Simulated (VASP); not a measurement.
Data:

```
CELL_PARAMETERS angstrom
     -2.87469     4.91045     2.77435
      2.87469    -4.91045     2.77435
      2.87469     4.91045    -2.77435
ATOMIC_POSITIONS crystal
  Si 0.74248 0.74611 0.00628
  Si 0.25811 0.25517 0.01458
  S  0.86542 0.77344 0.65988
  S  0.12634 0.21066 0.31950
  S  0.62169 0.31166 0.91928
  S  0.38596 0.70296 0.08047
```

These are PBEsol GGA, VASP's PBE PAW potentials (set 64) (plane waves; VASP) values and carry that method's errors. Numerical set-up: 300 eV cut-off, 4×4×4 Γ-centred mesh, Gaussian smearing of 0.010 eV, potentials Si S.

Q: The ions are relaxed. What does this cell relax into?

A: 
```
CELL_PARAMETERS angstrom
     -2.87469     4.91045     2.77435
      2.87469    -4.91045     2.77435
      2.87469     4.91045    -2.77435
ATOMIC_POSITIONS crystal
  Si 0.75001 0.75002 0.99998
  Si 0.24995 0.24999 0.00000
  S  0.88418 0.79716 0.68124
  S  0.11590 0.20278 0.31871
  S  0.61669 0.29864 0.91539
  S  0.38327 0.70140 0.08469
```
Space group Ibam (72), at a tolerance of 0.03 Å.

Q: How much energy does the relaxation gain?

A: The energy (σ→0) changes by -68.6 meV/atom, in 24 ionic steps.

The structure comes from a computed database's SiS2 entry; how it stands against other phases isn't given here. In the starting cell atoms are displaced from their ideal sites. This run relaxes the ions in a fixed cell. The run is one of a series of settings (EDIFFG = -0.005, IBRION = 2, NSW = 50 against the base run), some of them coarse on purpose.
